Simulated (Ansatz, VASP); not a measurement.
# InAs: VASP beside Ansatz, part 2 of 3

One calculation is typed for both programs; each brings its own data sets. How far apart do they land? The structure shown is the start of the Ansatz relaxation below; VASP solves that cell, so the two are compared at the walk's first step.

VASP 6.6.1 and Ansatz 0.2.0.

So far: The starting structure; Ansatz: relaxation, r2SCAN.

## 3. VASP: single point, r2SCAN, start cell

Level of this step: r2SCAN; plane waves and PAW (As, In_d) (VASP).

The same cell, functional, mesh and smearing now go to VASP, with its own data sets.

Lines of VASP's logs that name or quote its potential files are left out, and so is its time.

File INCAR:

```
SYSTEM = InAs
PREC = Accurate
ENCUT = 440
EDIFF = 1E-06
NELM = 120
ISMEAR = 0
SIGMA = 0.01
LREAL = .FALSE.
ALGO = Normal
METAGGA = R2SCAN
LASPH = .TRUE.
NBANDS = 15
LORBIT = 11
LWAVE = .FALSE.
LCHARG = .FALSE.
ISIF = 2
ISYM = 2
GGA_COMPAT = .FALSE.
EFERMI = MIDGAP
LMIXTAU = .TRUE.
KPAR = 2
```

File POSCAR:

```
InAs
1.0
    0.0152710000      3.0694790000      3.0542070000
    3.0694790000      0.0152710000      3.0542070000
    3.0847500000      3.0847500000      0.0000000000
As In
1 1
Direct
    0.7500000819      0.7500000819      0.7499995940
    0.0000000000      0.0000000000      0.0000000000
```

File KPOINTS:

```
Points of the shifted mesh
1728
Reciprocal
 0.0416666667  0.0416666667  0.0416666667 1
 0.0416666667  0.0416666667  0.1250000000 1
 0.0416666667  0.0416666667  0.2083333333 1
 0.0416666667  0.0416666667  0.2916666667 1
 0.0416666667  0.0416666667  0.3750000000 1
 0.0416666667  0.0416666667  0.4583333333 1
 0.0416666667  0.0416666667  0.5416666667 1
 0.0416666667  0.0416666667  0.6250000000 1
 0.0416666667  0.0416666667  0.7083333333 1
 0.0416666667  0.0416666667  0.7916666667 1
 0.0416666667  0.0416666667  0.8750000000 1
 0.0416666667  0.0416666667  0.9583333333 1
 0.0416666667  0.1250000000  0.0416666667 1
 0.0416666667  0.1250000000  0.1250000000 1
 0.0416666667  0.1250000000  0.2083333333 1
 0.0416666667  0.1250000000  0.2916666667 1
 0.0416666667  0.1250000000  0.3750000000 1
 0.0416666667  0.1250000000  0.4583333333 1
 0.0416666667  0.1250000000  0.5416666667 1
 0.0416666667  0.1250000000  0.6250000000 1
 0.0416666667  0.1250000000  0.7083333333 1
 0.0416666667  0.1250000000  0.7916666667 1
 0.0416666667  0.1250000000  0.8750000000 1
 0.0416666667  0.1250000000  0.9583333333 1
 0.0416666667  0.2083333333  0.0416666667 1
 0.0416666667  0.2083333333  0.1250000000 1
 0.0416666667  0.2083333333  0.2083333333 1
 0.0416666667  0.2083333333  0.2916666667 1
 0.0416666667  0.2083333333  0.3750000000 1
 0.0416666667  0.2083333333  0.4583333333 1
 0.0416666667  0.2083333333  0.5416666667 1
 0.0416666667  0.2083333333  0.6250000000 1
 0.0416666667  0.2083333333  0.7083333333 1
 0.0416666667  0.2083333333  0.7916666667 1
 0.0416666667  0.2083333333  0.8750000000 1
 0.0416666667  0.2083333333  0.9583333333 1
 0.0416666667  0.2916666667  0.0416666667 1
 0.0416666667  0.2916666667  0.1250000000 1
 0.0416666667  0.2916666667  0.2083333333 1
 0.0416666667  0.2916666667  0.2916666667 1
 0.0416666667  0.2916666667  0.3750000000 1
 0.0416666667  0.2916666667  0.4583333333 1
 0.0416666667  0.2916666667  0.5416666667 1
 0.0416666667  0.2916666667  0.6250000000 1
 0.0416666667  0.2916666667  0.7083333333 1
 0.0416666667  0.2916666667  0.7916666667 1
 0.0416666667  0.2916666667  0.8750000000 1
 0.0416666667  0.2916666667  0.9583333333 1
 0.0416666667  0.3750000000  0.0416666667 1
 0.0416666667  0.3750000000  0.1250000000 1
 0.0416666667  0.3750000000  0.2083333333 1
 0.0416666667  0.3750000000  0.2916666667 1
 0.0416666667  0.3750000000  0.3750000000 1
 0.0416666667  0.3750000000  0.4583333333 1
 0.0416666667  0.3750000000  0.5416666667 1
 0.0416666667  0.3750000000  0.6250000000 1
 0.0416666667  0.3750000000  0.7083333333 1
 0.0416666667  0.3750000000  0.7916666667 1
 0.0416666667  0.3750000000  0.8750000000 1
 0.0416666667  0.3750000000  0.9583333333 1
 0.0416666667  0.4583333333  0.0416666667 1
 0.0416666667  0.4583333333  0.1250000000 1
 0.0416666667  0.4583333333  0.2083333333 1
 0.0416666667  0.4583333333  0.2916666667 1
 0.0416666667  0.4583333333  0.3750000000 1
 0.0416666667  0.4583333333  0.4583333333 1
 0.0416666667  0.4583333333  0.5416666667 1
 0.0416666667  0.4583333333  0.6250000000 1
 0.0416666667  0.4583333333  0.7083333333 1
 0.0416666667  0.4583333333  0.7916666667 1
 0.0416666667  0.4583333333  0.8750000000 1
 0.0416666667  0.4583333333  0.9583333333 1
 0.0416666667  0.5416666667  0.0416666667 1
 0.0416666667  0.5416666667  0.1250000000 1
 0.0416666667  0.5416666667  0.2083333333 1
 0.0416666667  0.5416666667  0.2916666667 1
 0.0416666667  0.5416666667  0.3750000000 1
 0.0416666667  0.5416666667  0.4583333333 1
 0.0416666667  0.5416666667  0.5416666667 1
 0.0416666667  0.5416666667  0.6250000000 1
 0.0416666667  0.5416666667  0.7083333333 1
 0.0416666667  0.5416666667  0.7916666667 1
 0.0416666667  0.5416666667  0.8750000000 1
 0.0416666667  0.5416666667  0.9583333333 1
 0.0416666667  0.6250000000  0.0416666667 1
 0.0416666667  0.6250000000  0.1250000000 1
 0.0416666667  0.6250000000  0.2083333333 1
 0.0416666667  0.6250000000  0.2916666667 1
 0.0416666667  0.6250000000  0.3750000000 1
 0.0416666667  0.6250000000  0.4583333333 1
 0.0416666667  0.6250000000  0.5416666667 1
 0.0416666667  0.6250000000  0.6250000000 1
 0.0416666667  0.6250000000  0.7083333333 1
 0.0416666667  0.6250000000  0.7916666667 1
 0.0416666667  0.6250000000  0.8750000000 1
 0.0416666667  0.6250000000  0.9583333333 1
 0.0416666667  0.7083333333  0.0416666667 1
 0.0416666667  0.7083333333  0.1250000000 1
 0.0416666667  0.7083333333  0.2083333333 1
 0.0416666667  0.7083333333  0.2916666667 1
 0.0416666667  0.7083333333  0.3750000000 1
 0.0416666667  0.7083333333  0.4583333333 1
 0.0416666667  0.7083333333  0.5416666667 1
 0.0416666667  0.7083333333  0.6250000000 1
 0.0416666667  0.7083333333  0.7083333333 1
 0.0416666667  0.7083333333  0.7916666667 1
 0.0416666667  0.7083333333  0.8750000000 1
 0.0416666667  0.7083333333  0.9583333333 1
 0.0416666667  0.7916666667  0.0416666667 1
 0.0416666667  0.7916666667  0.1250000000 1
 0.0416666667  0.7916666667  0.2083333333 1
 0.0416666667  0.7916666667  0.2916666667 1
[... 1390 lines left out ...]
 0.8750000000  0.4583333333  0.1250000000 1
 0.8750000000  0.4583333333  0.2083333333 1
 0.8750000000  0.4583333333  0.2916666667 1
 0.8750000000  0.4583333333  0.3750000000 1
 0.8750000000  0.4583333333  0.4583333333 1
 0.8750000000  0.4583333333  0.5416666667 1
 0.8750000000  0.4583333333  0.6250000000 1
 0.8750000000  0.4583333333  0.7083333333 1
 0.8750000000  0.4583333333  0.7916666667 1
 0.8750000000  0.4583333333  0.8750000000 1
 0.8750000000  0.4583333333  0.9583333333 1
 0.8750000000  0.5416666667  0.0416666667 1
 0.8750000000  0.5416666667  0.1250000000 1
 0.8750000000  0.5416666667  0.2083333333 1
 0.8750000000  0.5416666667  0.2916666667 1
 0.8750000000  0.5416666667  0.3750000000 1
 0.8750000000  0.5416666667  0.4583333333 1
 0.8750000000  0.5416666667  0.5416666667 1
 0.8750000000  0.5416666667  0.6250000000 1
 0.8750000000  0.5416666667  0.7083333333 1
 0.8750000000  0.5416666667  0.7916666667 1
 0.8750000000  0.5416666667  0.8750000000 1
 0.8750000000  0.5416666667  0.9583333333 1
 0.8750000000  0.6250000000  0.0416666667 1
 0.8750000000  0.6250000000  0.1250000000 1
 0.8750000000  0.6250000000  0.2083333333 1
 0.8750000000  0.6250000000  0.2916666667 1
 0.8750000000  0.6250000000  0.3750000000 1
 0.8750000000  0.6250000000  0.4583333333 1
 0.8750000000  0.6250000000  0.5416666667 1
 0.8750000000  0.6250000000  0.6250000000 1
 0.8750000000  0.6250000000  0.7083333333 1
 0.8750000000  0.6250000000  0.7916666667 1
 0.8750000000  0.6250000000  0.8750000000 1
 0.8750000000  0.6250000000  0.9583333333 1
 0.8750000000  0.7083333333  0.0416666667 1
 0.8750000000  0.7083333333  0.1250000000 1
 0.8750000000  0.7083333333  0.2083333333 1
 0.8750000000  0.7083333333  0.2916666667 1
 0.8750000000  0.7083333333  0.3750000000 1
 0.8750000000  0.7083333333  0.4583333333 1
 0.8750000000  0.7083333333  0.5416666667 1
 0.8750000000  0.7083333333  0.6250000000 1
 0.8750000000  0.7083333333  0.7083333333 1
 0.8750000000  0.7083333333  0.7916666667 1
 0.8750000000  0.7083333333  0.8750000000 1
 0.8750000000  0.7083333333  0.9583333333 1
 0.8750000000  0.7916666667  0.0416666667 1
 0.8750000000  0.7916666667  0.1250000000 1
 0.8750000000  0.7916666667  0.2083333333 1
 0.8750000000  0.7916666667  0.2916666667 1
 0.8750000000  0.7916666667  0.3750000000 1
 0.8750000000  0.7916666667  0.4583333333 1
 0.8750000000  0.7916666667  0.5416666667 1
 0.8750000000  0.7916666667  0.6250000000 1
 0.8750000000  0.7916666667  0.7083333333 1
 0.8750000000  0.7916666667  0.7916666667 1
 0.8750000000  0.7916666667  0.8750000000 1
 0.8750000000  0.7916666667  0.9583333333 1
 0.8750000000  0.8750000000  0.0416666667 1
 0.8750000000  0.8750000000  0.1250000000 1
 0.8750000000  0.8750000000  0.2083333333 1
 0.8750000000  0.8750000000  0.2916666667 1
 0.8750000000  0.8750000000  0.3750000000 1
 0.8750000000  0.8750000000  0.4583333333 1
 0.8750000000  0.8750000000  0.5416666667 1
 0.8750000000  0.8750000000  0.6250000000 1
 0.8750000000  0.8750000000  0.7083333333 1
 0.8750000000  0.8750000000  0.7916666667 1
 0.8750000000  0.8750000000  0.8750000000 1
 0.8750000000  0.8750000000  0.9583333333 1
 0.8750000000  0.9583333333  0.0416666667 1
 0.8750000000  0.9583333333  0.1250000000 1
 0.8750000000  0.9583333333  0.2083333333 1
 0.8750000000  0.9583333333  0.2916666667 1
 0.8750000000  0.9583333333  0.3750000000 1
 0.8750000000  0.9583333333  0.4583333333 1
 0.8750000000  0.9583333333  0.5416666667 1
 0.8750000000  0.9583333333  0.6250000000 1
 0.8750000000  0.9583333333  0.7083333333 1
 0.8750000000  0.9583333333  0.7916666667 1
 0.8750000000  0.9583333333  0.8750000000 1
 0.8750000000  0.9583333333  0.9583333333 1
 0.9583333333  0.0416666667  0.0416666667 1
 0.9583333333  0.0416666667  0.1250000000 1
 0.9583333333  0.0416666667  0.2083333333 1
 0.9583333333  0.0416666667  0.2916666667 1
 0.9583333333  0.0416666667  0.3750000000 1
 0.9583333333  0.0416666667  0.4583333333 1
 0.9583333333  0.0416666667  0.5416666667 1
 0.9583333333  0.0416666667  0.6250000000 1
 0.9583333333  0.0416666667  0.7083333333 1
 0.9583333333  0.0416666667  0.7916666667 1
 0.9583333333  0.0416666667  0.8750000000 1
 0.9583333333  0.0416666667  0.9583333333 1
 0.9583333333  0.1250000000  0.0416666667 1
 0.9583333333  0.1250000000  0.1250000000 1
 0.9583333333  0.1250000000  0.2083333333 1
 0.9583333333  0.1250000000  0.2916666667 1
 0.9583333333  0.1250000000  0.3750000000 1
 0.9583333333  0.1250000000  0.4583333333 1
 0.9583333333  0.1250000000  0.5416666667 1
 0.9583333333  0.1250000000  0.6250000000 1
 0.9583333333  0.1250000000  0.7083333333 1
 0.9583333333  0.1250000000  0.7916666667 1
 0.9583333333  0.1250000000  0.8750000000 1
 0.9583333333  0.1250000000  0.9583333333 1
 0.9583333333  0.2083333333  0.0416666667 1
 0.9583333333  0.2083333333  0.1250000000 1
 0.9583333333  0.2083333333  0.2083333333 1
 0.9583333333  0.2083333333  0.2916666667 1
 0.9583333333  0.2083333333  0.3750000000 1
 0.9583333333  0.2083333333  0.4583333333 1
 0.9583333333  0.2083333333  0.5416666667 1
 0.9583333333  0.2083333333  0.6250000000 1
 0.9583333333  0.2083333333  0.7083333333 1
 0.9583333333  0.2083333333  0.7916666667 1
 0.9583333333  0.2083333333  0.8750000000 1
 0.9583333333  0.2083333333  0.9583333333 1
 0.9583333333  0.2916666667  0.0416666667 1
 0.9583333333  0.2916666667  0.1250000000 1
 0.9583333333  0.2916666667  0.2083333333 1
 0.9583333333  0.2916666667  0.2916666667 1
 0.9583333333  0.2916666667  0.3750000000 1
 0.9583333333  0.2916666667  0.4583333333 1
 0.9583333333  0.2916666667  0.5416666667 1
 0.9583333333  0.2916666667  0.6250000000 1
 0.9583333333  0.2916666667  0.7083333333 1
 0.9583333333  0.2916666667  0.7916666667 1
 0.9583333333  0.2916666667  0.8750000000 1
 0.9583333333  0.2916666667  0.9583333333 1
 0.9583333333  0.3750000000  0.0416666667 1
 0.9583333333  0.3750000000  0.1250000000 1
 0.9583333333  0.3750000000  0.2083333333 1
 0.9583333333  0.3750000000  0.2916666667 1
 0.9583333333  0.3750000000  0.3750000000 1
 0.9583333333  0.3750000000  0.4583333333 1
 0.9583333333  0.3750000000  0.5416666667 1
 0.9583333333  0.3750000000  0.6250000000 1
 0.9583333333  0.3750000000  0.7083333333 1
 0.9583333333  0.3750000000  0.7916666667 1
 0.9583333333  0.3750000000  0.8750000000 1
 0.9583333333  0.3750000000  0.9583333333 1
 0.9583333333  0.4583333333  0.0416666667 1
 0.9583333333  0.4583333333  0.1250000000 1
 0.9583333333  0.4583333333  0.2083333333 1
 0.9583333333  0.4583333333  0.2916666667 1
 0.9583333333  0.4583333333  0.3750000000 1
 0.9583333333  0.4583333333  0.4583333333 1
 0.9583333333  0.4583333333  0.5416666667 1
 0.9583333333  0.4583333333  0.6250000000 1
 0.9583333333  0.4583333333  0.7083333333 1
 0.9583333333  0.4583333333  0.7916666667 1
 0.9583333333  0.4583333333  0.8750000000 1
 0.9583333333  0.4583333333  0.9583333333 1
 0.9583333333  0.5416666667  0.0416666667 1
 0.9583333333  0.5416666667  0.1250000000 1
 0.9583333333  0.5416666667  0.2083333333 1
 0.9583333333  0.5416666667  0.2916666667 1
 0.9583333333  0.5416666667  0.3750000000 1
 0.9583333333  0.5416666667  0.4583333333 1
 0.9583333333  0.5416666667  0.5416666667 1
 0.9583333333  0.5416666667  0.6250000000 1
 0.9583333333  0.5416666667  0.7083333333 1
 0.9583333333  0.5416666667  0.7916666667 1
 0.9583333333  0.5416666667  0.8750000000 1
 0.9583333333  0.5416666667  0.9583333333 1
 0.9583333333  0.6250000000  0.0416666667 1
 0.9583333333  0.6250000000  0.1250000000 1
 0.9583333333  0.6250000000  0.2083333333 1
 0.9583333333  0.6250000000  0.2916666667 1
 0.9583333333  0.6250000000  0.3750000000 1
 0.9583333333  0.6250000000  0.4583333333 1
 0.9583333333  0.6250000000  0.5416666667 1
 0.9583333333  0.6250000000  0.6250000000 1
 0.9583333333  0.6250000000  0.7083333333 1
 0.9583333333  0.6250000000  0.7916666667 1
 0.9583333333  0.6250000000  0.8750000000 1
 0.9583333333  0.6250000000  0.9583333333 1
 0.9583333333  0.7083333333  0.0416666667 1
 0.9583333333  0.7083333333  0.1250000000 1
 0.9583333333  0.7083333333  0.2083333333 1
 0.9583333333  0.7083333333  0.2916666667 1
 0.9583333333  0.7083333333  0.3750000000 1
 0.9583333333  0.7083333333  0.4583333333 1
 0.9583333333  0.7083333333  0.5416666667 1
 0.9583333333  0.7083333333  0.6250000000 1
 0.9583333333  0.7083333333  0.7083333333 1
 0.9583333333  0.7083333333  0.7916666667 1
 0.9583333333  0.7083333333  0.8750000000 1
 0.9583333333  0.7083333333  0.9583333333 1
 0.9583333333  0.7916666667  0.0416666667 1
 0.9583333333  0.7916666667  0.1250000000 1
 0.9583333333  0.7916666667  0.2083333333 1
 0.9583333333  0.7916666667  0.2916666667 1
 0.9583333333  0.7916666667  0.3750000000 1
 0.9583333333  0.7916666667  0.4583333333 1
 0.9583333333  0.7916666667  0.5416666667 1
 0.9583333333  0.7916666667  0.6250000000 1
 0.9583333333  0.7916666667  0.7083333333 1
 0.9583333333  0.7916666667  0.7916666667 1
 0.9583333333  0.7916666667  0.8750000000 1
 0.9583333333  0.7916666667  0.9583333333 1
 0.9583333333  0.8750000000  0.0416666667 1
 0.9583333333  0.8750000000  0.1250000000 1
 0.9583333333  0.8750000000  0.2083333333 1
 0.9583333333  0.8750000000  0.2916666667 1
 0.9583333333  0.8750000000  0.3750000000 1
 0.9583333333  0.8750000000  0.4583333333 1
 0.9583333333  0.8750000000  0.5416666667 1
 0.9583333333  0.8750000000  0.6250000000 1
 0.9583333333  0.8750000000  0.7083333333 1
 0.9583333333  0.8750000000  0.7916666667 1
 0.9583333333  0.8750000000  0.8750000000 1
 0.9583333333  0.8750000000  0.9583333333 1
 0.9583333333  0.9583333333  0.0416666667 1
 0.9583333333  0.9583333333  0.1250000000 1
 0.9583333333  0.9583333333  0.2083333333 1
 0.9583333333  0.9583333333  0.2916666667 1
 0.9583333333  0.9583333333  0.3750000000 1
 0.9583333333  0.9583333333  0.4583333333 1
 0.9583333333  0.9583333333  0.5416666667 1
 0.9583333333  0.9583333333  0.6250000000 1
 0.9583333333  0.9583333333  0.7083333333 1
 0.9583333333  0.9583333333  0.7916666667 1
 0.9583333333  0.9583333333  0.8750000000 1
 0.9583333333  0.9583333333  0.9583333333 1
```

Potentials, in the order of the species: As and In_d (PBE family, release 64).

The run is started by

```sh
$ mpirun -np 2 vasp_std
```

Output:

```text
[banner, memory and clock lines left out]
running    2 mpi-ranks, on    1 nodes
 distrk:  each k-point on    1 cores,    2 groups
 distr:  one band on    1 cores,    1 groups

 POSCAR found type information on POSCAR AsIn
 POSCAR found :  2 types and       2 ions
|                                                                             |
|               ----> ADVICE to this user running VASP <----                  |
|                                                                             |
|     You enforced a specific xc type in the INCAR file but a different       |
|     [... a line on the potential file left out ...]
|     I HOPE YOU KNOW WHAT YOU ARE DOING!                                     |
|                                                                             |

 LDA part: xc-table for (None), standard interpolation
 POSCAR, INCAR and KPOINTS ok, starting setup
 FFT: planning ... GRIDC
 FFT: planning ... GRID_SOFT
 FFT: planning ... GRID
 WAVECAR not read
 entering main loop
       N       E                     dE             d eps       ncg     rms          rms(c)
DAV:   1     0.775484406075E+02    0.77548E+02   -0.77594E+03 52055   0.116E+03
DAV:   2    -0.338763325327E+02   -0.11142E+03   -0.10737E+03 56481   0.289E+02
DAV:   3    -0.412595260234E+02   -0.73832E+01   -0.73462E+01 66673   0.787E+01
DAV:   4    -0.414545228779E+02   -0.19500E+00   -0.19495E+00 66001   0.142E+01
DAV:   5    -0.414631075793E+02   -0.85847E-02   -0.85845E-02 77983   0.239E+00    0.581E+00
DAV:   6    -0.380286707534E+02    0.34344E+01   -0.19912E+00 63558   0.315E+01    0.301E+00
DAV:   7    -0.380093902190E+02    0.19281E-01   -0.61081E-01 55900   0.107E+01    0.147E+00
DAV:   8    -0.380194861994E+02   -0.10096E-01   -0.36779E-01 52001   0.686E+00    0.108E+00
DAV:   9    -0.380043347066E+02    0.15151E-01   -0.20790E-02 69893   0.153E+00    0.858E-01
DAV:  10    -0.380476644756E+02   -0.43330E-01   -0.41446E-02 57668   0.232E+00    0.375E-01
DAV:  11    -0.380599196924E+02   -0.12255E-01   -0.16437E-02 56978   0.127E+00    0.283E-01
DAV:  12    -0.380578630668E+02    0.20566E-02   -0.32536E-03 52785   0.634E-01    0.237E-01
DAV:  13    -0.380579345817E+02   -0.71515E-04   -0.20789E-03 55074   0.567E-01    0.834E-02
DAV:  14    -0.380593242198E+02   -0.13896E-02   -0.87785E-04 55018   0.266E-01    0.320E-02
DAV:  15    -0.380596120991E+02   -0.28788E-03   -0.14139E-04 66960   0.121E-01    0.258E-02
DAV:  16    -0.380595751256E+02    0.36973E-04   -0.13679E-05 73748   0.303E-02    0.197E-02
DAV:  17    -0.380596007517E+02   -0.25626E-04   -0.10633E-05 55340   0.422E-02    0.171E-02
DAV:  18    -0.380596283728E+02   -0.27621E-04   -0.42084E-05 54877   0.527E-02    0.253E-03
DAV:  19    -0.380596286891E+02   -0.31635E-06   -0.68881E-06 72441   0.182E-02
   1 F= -.38059629E+02 E0= -.38059629E+02  d E =0.000000E+00
```

[end of part 2 of 3]

[Lines on the potential files, build, host, timing and source positions are cut from VASP's logs without a mark.]

[Logs are printed without paths, hosts, clocks, repeated set-up lines and the standing remarks that a program may print on its own settings, such as how far it seeks lower states.]

[Hosts, paths, dates, database ids (printed as entryN), source tags and the programs' standing remarks are cut or masked in the printed files.]
